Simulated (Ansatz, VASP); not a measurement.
**ZrOs in VASP and in Ansatz**

```xyz
2
Lattice="3.3270 0.0000 0.0000 0.0000 3.3270 0.0000 0.0000 0.0000 3.3270" Properties=species:S:1:pos:R:3 pbc="T T T"
Zr    1.6635    1.6635    1.6635
Os    0.0000    0.0000    0.0000
```

Change from the starting cell: volume scaled by 1.06, crystal datasets.

Alike in both runs: task electric field gradients; functional LDA; k mesh 13 × 13 × 13; occupations fermi-dirac, width 0.03 eV; no spin polarisation.

```csv
,VASP,Ansatz
version,VASP 6.6.1,Ansatz 0.2.0
potentials or method,"VASP PAW LDA potentials, release 64 (Zr_sv, Os), cutoff 520 eV","all-electron PAW with datasets made for the crystal, scalar-relativistic"
```

VASP gave:

* pressure (GPa): -17.7
* Vzz of the field gradient on the site that differs most (V/Å²): 0.0

Q: Which values does Ansatz return?

A: Pressure (GPa): -17.8; Vzz of the field gradient on the site that differs most (V/Å²): 0.0.

Ansatz ran all-electron here, so the differences hold the error of VASP's frozen core and of both bases. Ansatz warned: «gradients_without_spin_orbit».

Caveats: so large a pressure means that the cell lies far from this level's equilibrium, or that cutoff or potentials fall short (VASP). The runs have no spin-orbit coupling, so splittings on Os are missing.
